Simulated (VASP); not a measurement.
Energy against volume of Ca (fcc). Method: optB86b-vdW, VASP's PBE PAW potentials (set 64) (plane waves; VASP). Settings: 520 eV cut-off, 12×12×12 Γ-centred mesh, first-order Methfessel-Paxton smearing of 0.10 eV, potentials Ca_sv.

```json
[
 {"V (Å³/atom)": "39.558", "E (eV/atom)": "0.45820"},
 {"V (Å³/atom)": "40.781", "E (eV/atom)": "0.45610"},
 {"V (Å³/atom)": "42.004", "E (eV/atom)": "0.45801"},
 {"V (Å³/atom)": "43.228", "E (eV/atom)": "0.46348"}
]
```

Question: Fit these four points and predict the energy of the run at 38.334 Å³/atom.

Answer: A cubic in V^(−2/3), the third-order Birch-Murnaghan form, passes through the four points with V0 = 40.79 Å³/atom and B0 = 17 GPa, and gives 0.4648 eV/atom there. The run gave 0.4647 eV/atom, -0.1 meV/atom from the fit; all five points give B0 = 17 GPa.

The compound is Ca in the fcc structure. It was relaxed first, which changed the volume by -6 %.
